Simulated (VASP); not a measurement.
# CdGeAs2: cell size and functional, part 2 of 2

Which functional gives which lattice for CdGeAs2? The starting structure is a computed structure from the Materials Project. The first relaxation on each setting starts from this cell expanded by 3 % in volume.

VASP 6.6.1.

Results so far: PBEsol 25.01 Å³ an atom; LDA 24.31 Å³ an atom.

**4. Relaxation with PBE**

Level of this step: PBE; plane waves and PAW (Cd, As, Ge_d) (VASP).

PBE, the usual starting point, adds the gradient of the density.

INCAR

```
SYSTEM = CdGeAs2
PREC = Accurate
ENCUT = 450
EDIFF = 1E-06
NELM = 100
ISMEAR = 0
SIGMA = 0.03
LREAL = .FALSE.
ALGO = Normal
GGA = PE
NBANDS = 44
LORBIT = 11
LWAVE = .FALSE.
LCHARG = .FALSE.
KPAR = 8
IBRION = 2
NSW = 50
ISIF = 3
EDIFFG = -0.006
```

POSCAR

```
CdGeAs2
1.0
   -3.0184693049      3.0184693049      5.7203824730
    3.0184693049     -3.0184693049      5.7203824730
    3.0184693049      3.0184693049     -5.7203824730
Cd As Ge
2 4 2
Direct
    0.5000000000      0.5000000000      0.0000000000
    0.2500000000      0.7500000000      0.5000000000
    0.0962175700      0.1250000000      0.4712175700
    0.3750000000      0.9037824300      0.0287824300
    0.6537824300      0.6250000000      0.5287824300
    0.8750000000      0.3462175700      0.9712175700
    0.7500000000      0.2500000000      0.5000000000
    0.0000000000      0.0000000000      0.0000000000
```

KPOINTS

```
Automatic mesh
0
Gamma
6 6 6
0 0 0
```

The projector-augmented-wave data sets are Cd, As and Ge_d (PBE family, release 64).

Run with:

```
mpirun -np 8 vasp_std
```

The log of the run:

```text
[banner, memory and clock lines left out]
running    8 mpi-ranks, on    1 nodes
[...]
[... a notice as in an earlier step ...]

 LDA part: xc-table for (Slater+PW92), standard interpolation
 POSCAR, INCAR and KPOINTS ok, starting setup
[...]
entering main loop
       N       E                     dE             d eps       ncg     rms          rms(c)
DAV:   1     0.660060782633E+03    0.66006E+03   -0.30747E+04  3348   0.242E+03
DAV:   2     0.711767164408E+02   -0.58888E+03   -0.57134E+03  2680   0.747E+02
DAV:   3    -0.250690827325E+02   -0.96246E+02   -0.94614E+02  2972   0.171E+02
DAV:   4    -0.306780813692E+02   -0.56090E+01   -0.55864E+01  3180   0.476E+01
[...]
DAV:  13    -0.299497815659E+02   -0.86839E-05   -0.18906E-05  2672   0.323E-02    0.928E-03
DAV:  14    -0.299497791172E+02    0.24487E-05   -0.10600E-05  2776   0.276E-02    0.793E-04
DAV:  15    -0.299497792410E+02   -0.12378E-06   -0.18372E-06  2096   0.600E-03
   1 F= -.29949779E+02 E0= -.29949779E+02  d E =-.299498E+02
[... from here on, the cycles between the ionic steps are left out ...]
   2 F= -.29953783E+02 E0= -.29953783E+02  d E =-.400413E-02
   3 F= -.29953916E+02 E0= -.29953916E+02  d E =-.413719E-02
   4 F= -.29953916E+02 E0= -.29953916E+02  d E =-.413715E-02
   5 F= -.29954498E+02 E0= -.29954498E+02  d E =-.581573E-03
   6 F= -.29954747E+02 E0= -.29954747E+02  d E =-.830284E-03
   7 F= -.29954748E+02 E0= -.29954748E+02  d E =-.831696E-03
   8 F= -.29954747E+02 E0= -.29954747E+02  d E =-.831019E-03
   9 F= -.29954749E+02 E0= -.29954749E+02  d E =-.832357E-03
  10 F= -.29954762E+02 E0= -.29954762E+02  d E =-.129649E-04
  11 F= -.29954763E+02 E0= -.29954763E+02  d E =-.142948E-04
[...]
reached required accuracy - stopping structural energy minimisation
```

Run time: 4.7 min. Hardware: 8 MPI ranks of Intel Xeon Platinum 8259CL at 2.50GHz (Skylake/Cascade Lake), shared host; peak memory 4.1 GiB.

OUTCAR, selected parts (step 4):

```text
  Total       -0.0398823     -0.0398823      0.0039686      0.0000000     -0.0000000      0.0000000
  in kB       -0.3037546     -0.3037546      0.0302260      0.0000000     -0.0000000      0.0000000
  external PRESSURE =      -0.1924278 kB  Pullay stress =       0.0000000 kB

 POSITION                                       TOTAL-FORCE (eV/Angst)
 -----------------------------------------------------------------------------------
      0.00000      0.00000      5.74096        -0.000000      0.000000      0.000000
      3.02665      0.00000      2.87048        -0.000000      0.000000     -0.000000
      1.51332      1.35032     -1.43524        -0.000000     -0.002916      0.000000
      1.67633     -1.51332      7.17620         0.002916      0.000000     -0.000000
      1.51332      1.67633      4.30572        -0.000000      0.002916     -0.000000
      1.35032      4.53997      1.43524        -0.002916      0.000000      0.000000
      0.00000      3.02665      2.87048        -0.000000      0.000000      0.000000
      0.00000      0.00000      0.00000        -0.000000      0.000000     -0.000000
 -----------------------------------------------------------------------------------
    total drift:                                0.000004      0.000004      0.000007

  FREE ENERGIE OF THE ION-ELECTRON SYSTEM (eV)
  ---------------------------------------------------
  free  energy   TOTEN  =       -29.9547630390 eV

  energy  without entropy=      -29.9547629847  energy(sigma->0) =      -29.95476301

[... 2 parts as in an earlier step ...]

[... 2 further parts left out ...]
[key lines of the parts left out:]
E-fermi :   2.6442
```

Logs of long relaxations may skip ionic steps without a mark.

With PBE the relaxed cell holds 26.295 Å³ an atom, +3.93 % against the starting cell, with a = 6.053 Å and c = 11.482 Å. That is +5.13 % from PBEsol.

**5. Relaxation with PBEsol + D3(BJ)**

D3 with Becke-Johnson damping keeps a finite attraction at short range. This run starts from the cell of an earlier relaxation, which isn't shown; the restart sets up the plane waves anew.

Changes to INCAR since step 4:

```diff
@@ -9,3 +9,4 @@
 ALGO = Normal
-GGA = PE
+GGA = PS
+IVDW = 12
 NBANDS = 44
```

POSCAR

```
CdGeAs2
1.0
   -2.9468804662      2.9468804662      5.5862865149
    2.9468804662     -2.9468804662      5.5862865149
    2.9468804662      2.9468804662     -5.5862865149
Cd As Ge
2 4 2
Direct
    0.5000000000      0.5000000000      0.0000000000
    0.2500000000      0.7500000000      0.5000000000
    0.0997684608      0.1250000000      0.4747684608
    0.3750000000      0.9002315392      0.0252315392
    0.6502315392      0.6250000000      0.5252315392
    0.8750000000      0.3497684608      0.9747684608
    0.7500000000      0.2500000000      0.5000000000
    0.0000000000      0.0000000000      0.0000000000
```

KPOINTS is that of step 4.

Run with:

```
mpirun -np 8 vasp_std
```

The log of the run:

```text
[banner, memory and clock lines left out]
running    8 mpi-ranks, on    1 nodes
[...]
[... a notice as in an earlier step ...]

 [... a notice as in an earlier step ...]

 LDA part: xc-table for (Slater+PW92), standard interpolation
 POSCAR, INCAR and KPOINTS ok, starting setup
[...]
entering main loop
       N       E                     dE             d eps       ncg     rms          rms(c)
DAV:   1     0.659041787948E+03    0.65904E+03   -0.30891E+04  3344   0.245E+03
DAV:   2     0.692747104087E+02   -0.58977E+03   -0.57144E+03  2656   0.765E+02
DAV:   3    -0.284250375389E+02   -0.97700E+02   -0.95957E+02  2972   0.174E+02
DAV:   4    -0.340156789617E+02   -0.55906E+01   -0.55667E+01  3176   0.479E+01
[...]
DAV:  13    -0.330834856382E+02   -0.43760E-05   -0.11191E-05  2688   0.222E-02    0.958E-03
DAV:  14    -0.330834832659E+02    0.23723E-05   -0.92178E-06  2860   0.246E-02    0.114E-03
DAV:  15    -0.330834832935E+02   -0.27578E-07   -0.14891E-06  1844   0.541E-03
[...]
DAV:   3    -0.330806664713E+02    0.12318E-03   -0.24619E-04  3128   0.139E-01    0.557E-02
DAV:   4    -0.330806426683E+02    0.23803E-04   -0.51132E-05  3232   0.545E-02    0.124E-02
DAV:   5    -0.330806406713E+02    0.19971E-05   -0.13003E-05  2788   0.361E-02    0.556E-03
DAV:   6    -0.330806411123E+02   -0.44098E-06   -0.22236E-06  1964   0.101E-02
   2 F= -.35640297E+02 E0= -.35640297E+02  d E =-.236753E-04
 trial-energy change:   -0.000024  1 .order   -0.000024   -0.000082    0.000034
 step:   0.7077(harm=  0.7077)  dis= 0.00001  next Energy=   -35.640303 (dE=-0.290E-04)
[...]
N       E                     dE             d eps       ncg     rms          rms(c)
DAV:   1    -0.330815584966E+02   -0.91783E-03   -0.13641E-03  3164   0.386E-01    0.579E-02
DAV:   2    -0.330814992585E+02    0.59238E-04   -0.15133E-04  3084   0.142E-01    0.240E-02
DAV:   3    -0.330814880331E+02    0.11225E-04   -0.21571E-05  3072   0.411E-02    0.166E-02
DAV:   4    -0.330814841041E+02    0.39290E-05   -0.44515E-06  2464   0.164E-02    0.379E-03
DAV:   5    -0.330814839354E+02    0.16872E-06   -0.11334E-06  1464   0.111E-02
   3 F= -.35640302E+02 E0= -.35640302E+02  d E =-.283067E-04
[...]
reached required accuracy - stopping structural energy minimisation
```

The job ended after 93 s (8 MPI ranks; peak memory 3.9 GiB).

From OUTCAR (step 5):

```text
 Edisp (eV)   -2.55966

 Edisp (eV)   -2.55882

  Total      -0.01920    -0.01920     0.01946     0.00000    -0.00000     0.00000
  in kB      -0.15868    -0.15868     0.16081     0.00000    -0.00000     0.00000
  external pressure =       -0.05 kB  Pullay stress =        0.00 kB

 POSITION                                       TOTAL-FORCE (eV/Angst)
 -----------------------------------------------------------------------------------
      0.00000      0.00000      5.58559        -0.000000      0.000000      0.000000
      2.94588      0.00000      2.79279        -0.000000      0.000000      0.000000
      1.47294      1.32429     -1.39640        -0.000000      0.001151     -0.000000
      1.62159     -1.47294      6.98198        -0.001151      0.000000      0.000000
      1.47294      1.62159      4.18919        -0.000000     -0.001151      0.000000
      1.32429      4.41882      1.39640         0.001151      0.000000     -0.000000
      0.00000      2.94588      2.79279        -0.000000      0.000000      0.000000
      0.00000     -0.00000      0.00000        -0.000000      0.000000     -0.000000
 -----------------------------------------------------------------------------------
    total drift:                               -0.000001     -0.000001      0.000006

  FREE ENERGIE OF THE ION-ELECTRON SYSTEM (eV)
  ---------------------------------------------------
  free  energy   TOTEN  =       -35.6403019547 eV

  energy  without entropy=      -35.6403017635  energy(sigma->0) =      -35.64030186

[... 2 parts as in an earlier step ...]

[... 2 further parts left out ...]
[key lines of the parts left out:]
E-fermi :   3.2277
```

With PBEsol + D3(BJ) the relaxed cell holds 24.236 Å³ an atom, -4.21 % against the starting cell, with a = 5.892 Å and c = 11.171 Å. That is -3.11 % from PBEsol.

**6. Relaxation with r2SCAN**

r2SCAN adds the kinetic-energy density, costs more than a GGA and is run with LASPH. This run starts from the cell of an earlier relaxation, which isn't shown; the restart sets up the plane waves anew.

Changes to INCAR since step 5:

```diff
@@ -9,4 +9,4 @@
 ALGO = Normal
-GGA = PS
-IVDW = 12
+METAGGA = R2SCAN
+LASPH = .TRUE.
 NBANDS = 44
```

POSCAR

```
CdGeAs2
1.0
   -2.9899993287      2.9899993287      5.6506338574
    2.9899993287     -2.9899993287      5.6506338574
    2.9899993287      2.9899993287     -5.6506338574
Cd As Ge
2 4 2
Direct
    0.5000000000      0.5000000000      0.0000000000
    0.2500000000      0.7500000000      0.5000000000
    0.0962869622      0.1250000000      0.4712869622
    0.3750000000      0.9037130378      0.0287130378
    0.6537130378      0.6250000000      0.5287130378
    0.8750000000      0.3462869622      0.9712869622
    0.7500000000      0.2500000000      0.5000000000
    0.0000000000      0.0000000000      0.0000000000
```

KPOINTS is that of step 5.

Run with:

```
mpirun -np 8 vasp_std
```

The log of the run:

```text
[banner, memory and clock lines left out]
running    8 mpi-ranks, on    1 nodes
[...]
[... a notice as in an earlier step ...]

 [... a notice as in an earlier step ...]

 LDA part: xc-table for (None), standard interpolation
 POSCAR, INCAR and KPOINTS ok, starting setup
[...]
entering main loop
       N       E                     dE             d eps       ncg     rms          rms(c)
DAV:   1     0.578271871143E+03    0.57827E+03   -0.31536E+04  3336   0.252E+03
DAV:   2    -0.356583887572E+02   -0.61393E+03   -0.59607E+03  2664   0.779E+02
DAV:   3    -0.135619536612E+03   -0.99961E+02   -0.98200E+02  2968   0.177E+02
DAV:   4    -0.141382230399E+03   -0.57627E+01   -0.57391E+01  3168   0.494E+01
[...]
DAV:  13    -0.127951850886E+03   -0.22276E-05   -0.26483E-05  2916   0.389E-02    0.352E-03
DAV:  14    -0.127951853468E+03   -0.25817E-05   -0.18538E-06  2056   0.741E-03    0.124E-03
DAV:  15    -0.127951853727E+03   -0.25863E-06   -0.19346E-07  1600   0.342E-03
   1 F= -.12795185E+03 E0= -.12795184E+03  d E =-.127952E+03
[...]
reached required accuracy - stopping structural energy minimisation
```

Elapsed: 3.9 min, on 8 MPI ranks; peak memory 4.1 GiB.

From OUTCAR (step 6):

```text
  Total       -0.0068054     -0.0068054     -0.0256538      0.0000000     -0.0000000      0.0000000
  in kB       -0.0539595     -0.0539595     -0.2034053      0.0000000     -0.0000000      0.0000000
  external PRESSURE =      -0.1037748 kB  Pullay stress =       0.0000000 kB

 POSITION                                       TOTAL-FORCE (eV/Angst)
 -----------------------------------------------------------------------------------
      0.00000      0.00000      5.65063         0.000000     -0.000000     -0.000000
      2.99000     -0.00000      2.82532         0.000000     -0.000000      0.000000
      1.49500      1.32330     -1.41266         0.000000     -0.004001      0.000000
      1.66670     -1.49500      7.06329         0.004001     -0.000000     -0.000000
      1.49500      1.66670      4.23798         0.000000      0.004001     -0.000000
      1.32330      4.48500      1.41266        -0.004001     -0.000000      0.000000
     -0.00000      2.99000      2.82532         0.000000     -0.000000      0.000000
      0.00000      0.00000      0.00000         0.000000     -0.000000     -0.000000
 -----------------------------------------------------------------------------------
    total drift:                                0.000368      0.000368      0.000173

  FREE ENERGIE OF THE ION-ELECTRON SYSTEM (eV)
  ---------------------------------------------------
  free  energy   TOTEN  =      -127.9518537267 eV

  energy  without entropy=     -127.9518338831  energy(sigma->0) =     -127.95184380

[... 2 parts as in an earlier step ...]

[... 2 further parts left out ...]
[key lines of the parts left out:]
E-fermi :   2.8673
```

With r2SCAN the relaxed cell holds 25.259 Å³ an atom, -0.17 % against the starting cell, with a = 5.980 Å and c = 11.301 Å. That is +0.98 % from PBEsol.

**7. Relaxation with r2SCAN + rVV10**

rVV10 adds a nonlocal correlation energy for dispersion. This run starts from the cell of an earlier relaxation, which isn't shown and was stopped at its time limit.

Changes to INCAR since step 6:

```diff
@@ -10,2 +10,6 @@
 METAGGA = R2SCAN
+LUSE_VDW = .TRUE.
+IVDW_NL = 2
+BPARAM = 11.95
+CPARAM = 0.0093
 LASPH = .TRUE.
```

POSCAR

```
CdGeAs2
1.0
   -2.9774450397      2.9774450397      5.6408779114
    2.9774450397     -2.9774450397      5.6408779114
    2.9774450397      2.9774450397     -5.6408779114
Cd As Ge
2 4 2
Direct
    0.5000000000      0.5000000000      0.0000000000
    0.2500000000      0.7500000000      0.5000000000
    0.0961602119      0.1250000000      0.4711602119
    0.3750000000      0.9038397881      0.0288397881
    0.6538397881      0.6250000000      0.5288397881
    0.8750000000      0.3461602119      0.9711602119
    0.7500000000      0.2500000000      0.5000000000
    0.0000000000      0.0000000000      0.0000000000
```

KPOINTS is that of step 6.

Run with:

```
mpirun -np 8 vasp_std
```

The log of the run:

```text
[banner, memory and clock lines left out]
running    8 mpi-ranks, on    1 nodes
[...]
[... a notice as in an earlier step ...]

|                                                                             |
|               ----> ADVICE to this user running VASP <----                  |
|                                                                             |
|     You have switched on vdW-DFT.                                           |
|     This routine was written and supplied by Jiri Klimes. We recommend      |
|     that you carefully read and cite the following publications:            |
|       J. Klimes, D.R. Bowler, A. Michelides                                 |
|          J. Phys.: Cond Matt. 22 022201 (2010)                              |
|       J. Klimes, D.R. Bowler, A. Michelides                                 |
|          Phys. Rev. B. 83, 195131 (2011)                                    |
|     and references therein.                                                 |
[...]
Total rVV10 correction in eV:      2.1609223    85.8246760
Total rVV10 correction in eV:      2.1609223    85.8246760
Total rVV10 correction in eV:      2.1609223    85.8246760
Total rVV10 correction in eV:      2.1609223    85.8246760
Total rVV10 correction in eV:      2.1609223    85.8246760
Total rVV10 correction in eV:      2.1609205    85.8246760
Total rVV10 correction in eV:      2.1609205    85.8246760
Total rVV10 correction in eV:      2.1609205    85.8246760
Total rVV10 correction in eV:      2.1609205    85.8246760
Total rVV10 correction in eV:      2.1609205    85.8246760
Total rVV10 correction in eV:      2.1609205    85.8246760
Total rVV10 correction in eV:      2.1609205    85.8246760
Total rVV10 correction in eV:      2.1609205    85.8246760
   1 F= -.12578140E+03 E0= -.12578140E+03  d E =-.125781E+03
[...]
2 F= -.12578171E+03 E0= -.12578171E+03  d E =-.310504E-03
[...]
3 F= -.12578173E+03 E0= -.12578173E+03  d E =-.325129E-03
[...]
4 F= -.12578183E+03 E0= -.12578183E+03  d E =-.106617E-03
 trial-energy change:   -0.000107  1 .order   -0.000128   -0.000200   -0.000056
 step:   1.4331(harm=  1.4331)  dis= 0.00115  next Energy=  -125.781864 (dE=-0.138E-03)
 reached required accuracy - stopping structural energy minimisation
```

Wall time 19 min (8 MPI ranks); peak memory 7.7 GiB.

From OUTCAR (step 7):

```text
  Total        0.0249755      0.0249755     -0.0429480      0.0000000     -0.0000000      0.0000000
  in kB        0.2003516      0.2003516     -0.3445261      0.0000000     -0.0000000      0.0000000
  external PRESSURE =       0.0187257 kB  Pullay stress =       0.0000000 kB

 POSITION                                       TOTAL-FORCE (eV/Angst)
 -----------------------------------------------------------------------------------
      0.00000      0.00000      5.62745        -0.000000      0.000000     -0.000000
      2.97872      0.00000      2.81373        -0.000000     -0.000000     -0.000000
      1.48936      1.31967     -1.40686         0.000000     -0.001436     -0.000000
      1.65905     -1.48936      7.03432         0.001436     -0.000000      0.000000
      1.48936      1.65905      4.22059        -0.000000      0.001436      0.000000
      1.31967      4.46808      1.40686        -0.001436      0.000000     -0.000000
      0.00000      2.97872      2.81373        -0.000000      0.000000      0.000000
      0.00000      0.00000     -0.00000         0.000000     -0.000000     -0.000000
 -----------------------------------------------------------------------------------
    total drift:                                0.000384      0.000384      0.000188

  FREE ENERGIE OF THE ION-ELECTRON SYSTEM (eV)
  ---------------------------------------------------
  free  energy   TOTEN  =      -125.7818324842 eV

  energy  without entropy=     -125.7818318200  energy(sigma->0) =     -125.78183215

[... 2 parts as in an earlier step ...]

[... 2 further parts left out ...]
[key lines of the parts left out:]
E-fermi :   2.9836
```

With r2SCAN + rVV10 the relaxed cell holds 24.966 Å³ an atom, -1.32 % against the starting cell, with a = 5.957 Å and c = 11.255 Å. That is -0.19 % from PBEsol.

**8. Comparison**

| level | volume (Å³/atom) | against the starting cell (%) | a (Å) | c (Å) | pressure left (GPa) | core minutes |
| --- | --- | --- | --- | --- | --- | --- |
| PBEsol | 25.013 | -1.14 | 5.9492 | 11.3078 | -0.01 | 49.6 |
| LDA | 24.306 | -3.93 | 5.8833 | 11.2353 | 0.0 | 49.1 |
| PBE | 26.295 | 3.93 | 6.0533 | 11.4819 | -0.02 | 37.3 |
| PBEsol + D3(BJ) | 24.236 | -4.21 | 5.8918 | 11.1712 | -0.01 | 50.3 |
| r2SCAN | 25.259 | -0.17 | 5.98 | 11.3013 | -0.01 | 186.0 |
| r2SCAN + rVV10 | 24.966 | -1.32 | 5.9574 | 11.2549 | 0.0 | 359.0 |

Core minutes are wall time times ranks, summed over the relaxations behind a row (those for a bulk modulus apart), on shared hosts.

**9. What came out**

| Item | Value |
| --- | --- |
| volume, PBEsol | 25.01 Å³/atom |
| volume, LDA | 24.31 Å³/atom |
| volume, PBE | 26.30 Å³/atom |
| volume, PBEsol + D3(BJ) | 24.24 Å³/atom |
| volume, r2SCAN | 25.26 Å³/atom |
| volume, r2SCAN + rVV10 | 24.97 Å³/atom |

In words: Across 6 levels the volume of CdGeAs2 spans 8.5 %, from 24.24 Å³ an atom (PBEsol + D3(BJ)) to 26.30 Å³ (PBE). Adding D3(BJ) to PBEsol changes the volume by -3.1 %. Adding rVV10 to r2SCAN changes the volume by -1.2 %. LASPH is on in some of these runs and off in others, which adds a little to the differences. All runs keep the symmetry of the start, so they can't find a distortion of lower symmetry. Further runs on this material are not shown.

[Lines on the potential files, build, host, timing and source positions are cut from VASP's logs without a mark.]

[Logs are printed without paths, hosts, clocks, repeated set-up lines and the standing remarks that a program may print on its own settings, such as how far it seeks lower states.]

[Hosts, paths, dates, database ids (printed as entryN), source tags and the programs' standing remarks are cut or masked in the printed files.]
